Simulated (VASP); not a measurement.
Input:

```xyz
3
Lattice="0.0000 2.9790 2.9790 2.9790 0.0000 2.9790 2.9790 2.9790 0.0000" Properties=species:S:1:pos:R:3 pbc="T T T"
Li     1.4895     1.4895     1.4895
Li     4.4685     4.4685     4.4685
Se     5.9580     5.9580     5.9580
```

Method: PBEsol GGA with spin-orbit coupling, VASP's PBE PAW potentials (set 64) (plane waves; VASP). Run with 520 eV cut-off, 6×6×6 Γ-centred mesh, Gaussian smearing of 0.050 eV, potentials Li_sv Se.

Task: Estimate the energy per atom (σ→0), band gap (over mesh and band path) with the smallest direct gap where there is one.

Result: 
```
Quantity                                               Result
---------------------------------------------  --------------
band gap (over mesh and band path)                    2.69 eV
smallest direct gap (over mesh and band path)         3.22 eV
energy per atom (σ→0)                          -3.859 eV/atom
```

The absolute energy has meaning only against runs of the same code, potentials and settings.

The compound is Li2Se in the antifluorite structure. It was relaxed first.
